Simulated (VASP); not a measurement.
```yaml
crystal:
  lattice:
    - [-1.60650, 1.60650, 1.60650]
    - [1.60650, -1.60650, 1.60650]
    - [1.60650, 1.60650, -1.60650]
  atoms:
    - { symbol: Mo, position: [0.00000, 0.00000, 0.00000] }
```

All values below come from PBE GGA, VASP's PBE PAW potentials (set 64) (plane waves; VASP). Numerical set-up: 400 eV cut-off, 12×12×12 Γ-centred mesh, first-order Methfessel-Paxton smearing of 0.10 eV, potentials Mo_sv.

Q: Give the stress tensor in GPa (positive for a compressed cell).

A: 
```
-12.20    0.00    0.00
  0.00  -12.20    0.00
  0.00    0.00  -12.20
```
The pressure is its mean diagonal, -12.20 GPa.

The compound is Mo in the bcc structure. The cell was not relaxed at this level.
